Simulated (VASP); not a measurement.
Given:

```xyz
2
Lattice="0.0000 2.1776 2.1776 2.1776 0.0000 2.1776 2.1776 2.1776 0.0000" Properties=species:S:1:pos:R:3 pbc="T T T"
Nb     0.0000     0.0000     0.0000
N      2.1776     2.1776     2.1776
```

The numbers are results of LDA (Ceperley-Alder, Perdew-Zunger), VASP's LDA PAW potentials (set 64) (plane waves; VASP 6.6.1), not measurements. Run with 520 eV cut-off, 16×16×16 Γ-centred mesh, tetrahedra with Blöchl corrections, potentials Nb_sv N.

Task: Estimate the energy per atom (σ→0), band gap (on the k-mesh) with the smallest direct gap where there is one.

Result: 
```
Item                                                         Value
------------------------  ----------------------------------------
band gap (on the k-mesh)  none (metal, semimetal or under 0.01 eV)
energy per atom (σ→0)                              -11422 meV/atom
```

Only differences to runs with the same potentials and settings are physical.

The compound is NbN in the rock salt structure, the cubic δ form, which competes with hexagonal ones. It was relaxed first. VASP warned that the highest band is occupied, so more bands are needed.
